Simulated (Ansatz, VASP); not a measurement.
# Sr (Strontium) in two plane-wave programs

One calculation is typed for both programs; each brings its own data sets and cutoff. How far apart do they land?

Calculated with Ansatz 0.2.0; plane waves, with VASP 6.6.1 beside it; single point at LDA.

### Step 1. Set-up

It takes space group Fm-3m (No. 225, cubic). The conventional cell has a = 6.085 Å, b = 6.085 Å, c = 6.085 Å, α = 90.00°, β = 90.00°, γ = 90.00°. Sr has 12 Sr at 4.30 Å nearest.

As a file:

```xyz
1
Lattice="0.0000 3.0423 3.0423 3.0423 0.0000 3.0423 3.0423 3.0423 0.0000" Properties=species:S:1:pos:R:3 pbc="T T T"
Sr    0.0000    0.0000    0.0000
```

### Step 2. VASP: single point, LDA

With cell and atoms fixed, the geometry can't cause a difference; cores, projectors, grids and the points listed under the comparison can.

Lines of VASP's logs that name or quote its potential files are left out, and so is its time.

File INCAR:

```
SYSTEM = Sr
PREC = Accurate
ENCUT = 400
EDIFF = 1E-06
NELM = 100
ISMEAR = 1
SIGMA = 0.1
LREAL = .FALSE.
ALGO = Normal
GGA = CA
NBANDS = 11
LORBIT = 11
LWAVE = .FALSE.
LCHARG = .FALSE.
KPAR = 2
ISIF = 2
```

File POSCAR:

```
Sr
1.0
    0.0000000000      3.0423500000      3.0423500000
    3.0423500000      0.0000000000      3.0423500000
    3.0423500000      3.0423500000      0.0000000000
Sr
1
Direct
    0.0000000000      0.0000000000      0.0000000000
```

File KPOINTS:

```
Automatic mesh
0
Gamma
6 6 6
0 0 0
```

Potentials, in the order of the species: Sr_sv (PBE family, release 64).

Started as:

```
$ mpirun -np 2 vasp_std
```

Numbers of over 12 decimals in the logs are rounded to 6 here.

Output:

```text
[banner, memory and clock lines left out]
running    2 mpi-ranks, on    1 nodes
 distrk:  each k-point on    1 cores,    2 groups
 distr:  one band on    1 cores,    1 groups

 POSCAR found type information on POSCAR Sr
 POSCAR found :  1 types and       1 ions
|                                                                             |
|               ----> ADVICE to this user running VASP <----                  |
|                                                                             |
|     You enforced a specific xc type in the INCAR file but a different       |
|     [... a line on the potential file left out ...]
|     I HOPE YOU KNOW WHAT YOU ARE DOING!                                     |
|                                                                             |

 LDA part: xc-table for (Slater(with rela. corr.)+CA(PZ))
 , standard interpolation
 POSCAR, INCAR and KPOINTS ok, starting setup
 FFT: planning ... GRIDC
 FFT: planning ... GRID_SOFT
 FFT: planning ... GRID
 WAVECAR not read
 entering main loop
       N       E                     dE             d eps       ncg     rms          rms(c)
DAV:   1     0.303658667012E+02    0.30366E+02   -0.42200E+03   352   0.647E+02
DAV:   2    -0.438632267488E+00   -0.30804E+02   -0.30274E+02   425   0.137E+02
DAV:   3    -0.181011211759E+01   -0.13715E+01   -0.13563E+01   507   0.217E+01
DAV:   4    -0.187929465774E+01   -0.69183E-01   -0.68962E-01   456   0.447E+00
DAV:   5    -0.188070394424E+01   -0.14093E-02   -0.14091E-02   488   0.527E-01    0.111E+01
DAV:   6    -0.187709874284E+01    0.36052E-02   -0.39014E-03   511   0.627E-01    0.640E+00
DAV:   7    -0.187427873912E+01    0.28200E-02   -0.75909E-03   550   0.808E-01    0.132E-01
DAV:   8    -0.187430762783E+01   -0.28889E-04   -0.30795E-04   615   0.106E-01    0.418E-02
DAV:   9    -0.187432383723E+01   -0.16209E-04   -0.78552E-06   473   0.189E-02    0.206E-02
DAV:  10    -0.187432929878E+01   -0.54616E-05   -0.49714E-06   545   0.148E-02    0.269E-03
DAV:  11    -0.187432923012E+01    0.68656E-07   -0.15093E-07   235   0.286E-03
   1 F= -.18743292E+01 E0= -.18739324E+01  d E =-.119054E-02
```

Parts of OUTCAR (step 2):

```text
ion  position               nearest neighbor table
   1  0.000  0.000  0.000-

  LATTYP: Found a face centered cubic cell.
 ALAT       =     6.0847000000

 Subroutine GETGRP returns: Found 48 space group operations
 (whereof 48 operations were pure point group operations)

The static configuration has the point symmetry O_h .

 Found     16 irreducible k-points:

   k-points           NKPTS =     16   k-points in BZ     NKDIM =     16   number of bands    NBANDS=     11

   dimension x,y,z NGX =    28 NGY =   28 NGZ =   28
   dimension x,y,z NGXF=    56 NGYF=   56 NGZF=   56

   ENCUT  =  400.0 eV  29.40 Ry    5.42 a.u.   7.02  7.02  7.02*2*pi/ulx,y,z

   NELECT =      10.0000    total number of electrons

 k-points in reciprocal lattice and weights: Automatic mesh
   0.00000000  0.00000000  0.00000000       0.005
   0.16666667  0.00000000  0.00000000       0.037
   0.33333333  0.00000000  0.00000000       0.037
   0.50000000  0.00000000  0.00000000       0.019
   0.16666667  0.16666667  0.00000000       0.028
   0.33333333  0.16666667  0.00000000       0.111
   0.50000000  0.16666667  0.00000000       0.111
  -0.33333333  0.16666667  0.00000000       0.111
  -0.16666667  0.16666667  0.00000000       0.056
[...]
-0.33333333  0.33333333  0.16666667       0.111
  -0.33333333  0.50000000  0.16666667       0.056

 average (electrostatic) potential at core
       1 -40.8846

 E-fermi :   1.2911

 k-point     1 :       0.0000    0.0000    0.0000
  band No.  band energies     occupation
      1     -35.1739      2.00000
      2     -17.1592      2.00000
      3     -17.1592      2.00000
      4     -17.1592      2.00000
      5      -2.3316      2.00000
      6       3.5189      0.00000
      7       3.5189      0.00000
      8       3.5189      0.00000
      9       4.9352      0.00000
     10       4.9352      0.00000
    ...

 k-point     2 :       0.1667    0.0000    0.0000
  band No.  band energies     occupation
      1     -35.1707      2.00000
      2     -17.2067      2.00000
      3     -17.1656      2.00000
      4     -17.1656      2.00000
      5      -1.9012      2.00000
      6       2.9679     -0.00000
      7       3.6728      0.00000
      8       3.6728      0.00000
      9       4.7767      0.00000
     10       4.7767      0.00000
    ...

 k-point     3 :       0.3333    0.0000    0.0000
  band No.  band energies     occupation
      1     -35.1643      2.00000
      2     -17.2996      2.00000
      3     -17.1785      2.00000
      4     -17.1785      2.00000
      5      -0.7908      2.00000
      6       2.0469     -0.00000
      7       3.5456      0.00000
      8       3.5456      0.00000
      9       5.2837      0.00000
     10       5.2837      0.00000
    ...

  Total       -0.5526164     -0.5526164     -0.5526164      0.0000000      0.0000000     -0.0000000
  in kB      -15.7208806    -15.7208806    -15.7208806      0.0000000      0.0000000     -0.0000000
  external PRESSURE =     -15.7208806 kB  Pullay stress =       0.0000000 kB

  energy-cutoff  :      400.00
  volume of cell :       56.32
      direct lattice vectors                 reciprocal lattice vectors
     0.000000000  3.042350000  3.042350000    -0.164346640  0.164346640  0.164346640
     3.042350000  0.000000000  3.042350000     0.164346640 -0.164346640  0.164346640
     3.042350000  3.042350000  0.000000000     0.164346640  0.164346640 -0.164346640

 POSITION                                       TOTAL-FORCE (eV/Angst)
 -----------------------------------------------------------------------------------
      0.00000      0.00000      0.00000        -0.000000      0.000000     -0.000000
 -----------------------------------------------------------------------------------
    total drift:                               -0.000000     -0.000000     -0.000000

  FREE ENERGIE OF THE ION-ELECTRON SYSTEM (eV)
  ---------------------------------------------------
  free  energy   TOTEN  =        -1.8743292301 eV

  energy  without entropy=       -1.8731386889  energy(sigma->0) =       -1.87393238

 total charge
# of ion       s       p       d       tot
------------------------------------------
    1        2.069   5.648   0.137   7.854

[... 3 further parts left out ...]
```

The run ends at a pressure of -1.57 GPa.

### Step 3. Ansatz: single point, LDA

Ansatz runs on its default PAW (the set named soft_2) files.

The same cell, functional (in two slightly different forms), mesh and smearing now go to Ansatz, which takes its cutoff from its data sets.

File input.yaml:

```yaml
crystal:
  lattice:
    - [0.0, 3.04235, 3.04235]
    - [3.04235, 0.0, 3.04235]
    - [3.04235, 3.04235, 0.0]
  atoms:
    - { symbol: Sr, position: [0.0, 0.0, 0.0] }
hamiltonian:
  xc: lda
  pseudopotentials: { kind: paw }
kpoints:
  mp_grid: { grid: [6, 6, 6] }
scf:
  occupations: { method: methfessel_paxton, width: 0.1 }
  n_extra_bands: 4
output:
  forces: true
  stress: true
  eigenvalues: true
```

Started as:

```
$ ansatz run input.yaml --threads 2 --pin off --max-ram 4608MiB --backend cpu --events-out ev --progress --plain --runs-dir out
```

Output:

```text
scf.n_extra_bands = 4 over 5 filled bands (N_el = 10.0): the run solves 9 bands
Engine: ansatz 0.2.0, aarch64-unknown-linux-gnu
Pseudopotentials: kind: paw
Pseudopotential: Sr, paw, valence charge 10, recommended cutoff 420 eV (normal), Sr.paw.azcp
Functional definition: SPW92
  exchange = slater_x
  correlation = pw_c
Crystal: 1 atoms, lattice volume = 56.319 Å³
Basis set: ecut = 420 eV, 1067 PW (Γ)
Bands: 9, of which v1, the nominal top of the filled ones, is band 5 counted from 1 (4 counted from 0)
Symmetry: 48 space group operations
Space group: Fm-3m (ITA 225), of the structure as read, at distance tolerance 3.8e-5 Å
k-points: 16 of 216
Non-local potential: Sr, projectors of the file, l = 0: 3, l = 1: 2, l = 2: 2
PAW form: soft (Blöchl's): semilocal exchange-correlation on the pseudo side does not see the compensation charge
PAW frozen core: Sr, regenerated for the run's functional, and the local potential with it (the file was generated under x = pbe(κ = 0.804, μ = 0.219515), c = pbe(β = 0.066725))
PAW one-centre angular grid: Sr, 110 points (default); XC on 64 Gauss nodes
Initial density: superposition of atomic densities (neutral atoms: chi_scale 0, normalization atom), corrected by the library's trained network
Initial wavefunctions: pseudopotential atomic-orbital guess
Functional: x = slater, c = lda
SCF iter   1: F=—  HF=-3444.250444 eV  |F-HF|=—  |Δ(HF+E_count)|=         —  Δρ=3.40e-3  dr2=3.52e-3  ethr=1.77e-3  ⟨swp⟩=6.2  Hψ=1224  notcnv=0
preconditioner: auto → none  [insulator: Δε(μ)=0.099 eV  Ē_g=3.391 eV  σ=0.100 eV  W_gap=0.74  n_scr=8 (ndim 8)  ℏωp=7.0 eV  f_vac=0.000  D(μ)=2.34/eV (n_scr^D=14)  ε∞_Penn≈5.3]
SCF iter   2: F=—  HF=-3444.250460 eV  |F-HF|=—  |Δ(HF+E_count)|=   1.61e-5  S|Δr|=    0.00e0  Δρ=1.51e-3  dr2=7.48e-4  ethr=3.52e-5  ⟨swp⟩=2.6  Hψ=335  notcnv=0
SCF iter   3: F=—  HF=-3444.250497 eV  |F-HF|=—  |Δ(HF+E_count)|=   3.72e-5  S|Δr|=    0.00e0  Δρ=1.31e-4  dr2=4.18e-6  ethr=7.48e-6  ⟨swp⟩=1.1  Hψ=147  notcnv=0
SCF iter   4: F=—  HF=-3444.250496 eV  |F-HF|=—  |Δ(HF+E_count)|=   5.55e-7  S|Δr|=    0.00e0  Δρ=1.28e-5  dr2=1.07e-7  ethr=4.18e-8  ⟨swp⟩=2.1  Hψ=227  notcnv=0
SCF iter   5: F=-3444.250496 eV  HF=-3444.250496 eV  |F-HF|=1.43e-9  |Δ(HF+E_count)|=   3.41e-8  S|Δr|=    0.00e0  Δρ=3.37e-6  dr2=4.18e-9  ethr=1.00e-9  ⟨swp⟩=7.1  Hψ=888  notcnv=0
SCF 1 converged in 5 iterations: F = -3444.250496 eV  dr2 = 4.18e-9
  greatest PAW one-centre occupation: 0.988 electrons in one spin orbital (limit 2), on the Sr atom at site 0 (counted from 0), in its partial waves of l = 0
SCF converged after 5 iterations
Stability not checked: this state was not tested for a lower state beside it, because cold or Methfessel-Paxton smearing, or corrected tetrahedra, fill the levels in a way that the test cannot read (fill_not_monotonic; see scf.lower_state_search)
Free energy (F): -3444.250496 eV
Harris-Foulkes:  -3444.250496 eV  (|F-HF|=1.43e-9)
Internal energy: -3444.249340 eV  (E = F + TS)
E sigma→0 (E₀):  -3444.250207 eV
Entropy (-TS):   -0.001156 eV (-1.156 meV/atom)
Fermi energy:    4.697640 eV
Step filling:    the computed levels leave a gap of 0.0955 eV = 1.0 smearing widths at the electron count; against every level under it full and every level over it empty, smearing changes F+E_penalty+E_count by +0.627 meV and its σ→0 estimate by +0.916 meV
--- Per-component energies (eV) ---
  E_band       = -139.811795
  E_kinetic    = 241.189083
  E_local      = -782.077312  (includes V_loc(G=0)·N_el)
  E_nonlocal   = 207.051585
  E_hartree    = 197.922432
  E_xc         = -168.941648
  E_vxc        = -158.358078  (∫ρ·V_xc dr)
  E_paw        = -2597.176163  (= ΣΔE_a)
  E_vpaw       = -43.462969  (= ΣTr[D̂ρ^β])
  E_aug_tail   = -0.000002  (compensation charges beyond the density's cutoff)
  E_ewald      = -542.511450
  E_core_change = 0.294135  (= ΣΔE_core)
  E_smearing   = -0.001156  (= −TS)
  E_closure    = 0.000000  (closes the sum)
  Σ components = -3444.250496   (vs F -3444.250496, Δ=0.00e0)
--- Forces (eV/Å), atoms counted from 1 ---
  atom   1  Sr    -0.00000000    -0.00000000     0.00000000
  max |Σ_I F_I| component: 4.77e-31 eV/Å
--- Stress (GPa, compression-positive) ---
       -1.558195       0.000000       0.000000
       -0.000000      -1.558195      -0.000000
       -0.000000       0.000000      -1.558195
  P = ⅓ Tr σ = -1.5582 GPa (-15.582 kbar)
--- Band table (eV; the first three rows and the last of 16) ---
  k-point 0: bands = ["-31.8533", "-13.7654", "-13.7654", "-13.7654", "1.0710", "6.9409", "6.9409", "6.9409", "8.3594"]
  k-point 1: bands = ["-31.8502", "-13.8127", "-13.7719", "-13.7719", "1.5010", "6.3839", "7.0936", "7.0936", "8.1980"]
  k-point 2: bands = ["-31.8438", "-13.9051", "-13.7847", "-13.7847", "2.6116", "5.4547", "6.9665", "6.9665", "8.7030"]
  k-point 15: bands = ["-31.8364", "-13.9132", "-13.8600", "-13.8345", "4.5435", "5.1577", "5.5011", "7.3008", "9.6776"]
```

Wall time 0.41 s (2 threads of Arm Neoverse V1, shared host); peak memory 0.25 GiB; 0.64 s of CPU time.

Reading the cycles: dr2 is the Hartree energy of the density residual (eV), the measure of convergence; HF is the Harris–Foulkes estimate of the energy, which meets the free energy F at convergence.

The run ends at a pressure of -1.56 GPa.

### Step 4. Comparison

Known differences besides the PAW data sets themselves: the two LDA forms differ slightly; the cutoff is 420 eV in Ansatz and 400 eV in VASP; Ansatz makes its cores anew for this functional, VASP keeps those of its PBE data sets. Total energies have different zeros and are not compared.

The two programs side by side:

```csv
quantity,Ansatz,VASP,difference
pressure (GPa),-1.56,-1.57,+0.01
```

### Step 5. Summary of results

- difference in pressure (single point, LDA): 0.014 GPa

In words: The difference in pressure is 0.014 GPa (single point, LDA), within the 1 GPa picked in this series as the mark of a large difference. How closely two codes agree says nothing of how well the functional describes the real material.

[Lines on the potential files, build, host, timing and source positions are cut from VASP's logs without a mark.]

[Logs are printed without paths, hosts, clocks, repeated set-up lines and the standing remarks that a program may print on its own settings, such as how far it seeks lower states.]

[Hosts, paths, dates, database ids (printed as entryN), source tags and the programs' standing remarks are cut or masked in the printed files.]
